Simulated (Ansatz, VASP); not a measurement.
Two plane-wave programs on CsSrF3

```xyz
5
Lattice="4.7632 0.0000 0.0000 0.0000 4.7632 0.0000 0.0000 0.0000 4.7632" Properties=species:S:1:pos:R:3 pbc="T T T"
Cs    0.0000    0.0000    0.0000
Sr    2.3816    2.3816    2.3816
F     0.0000    2.3816    2.3816
F     2.3816    0.0000    2.3816
F     2.3816    2.3816    0.0000
```

The cell comes from a database or a generator and needn't be the stable form of this composition.

Alike in both runs: task relaxation of cell and atoms; functional LDA; k mesh 6 × 6 × 6; occupations gaussian, width 0.02 eV; no spin polarisation.

```csv
,VASP,Ansatz
version,VASP 6.6.1,Ansatz 0.2.0
potentials or method,"VASP PAW LDA potentials, release 64 (Cs_sv, Sr_sv, F)","scalar-relativistic, plane waves, PAW"
plane-wave cutoff (eV),600,420
valence electrons in the cell,40,40
```

```tsv
	VASP	Ansatz	Ansatz less VASP
gap on the k mesh at the Fermi level, each at its own relaxed structure (eV)	6.27	6.31	+0.040
relaxed volume (Å³/atom)	20.19	20.09	-0.107
relaxed cell length with the largest relative difference (Å)	4.657	4.648	-0.0083
energy change over the relaxation (meV/atom)	-15	-17	-2.0
```

Caveats: spin-orbit coupling is left out, which moves the levels of the heavy elements. LDA gaps usually lie below the measured ones, often by a third to a half. A k mesh can miss the band edges.
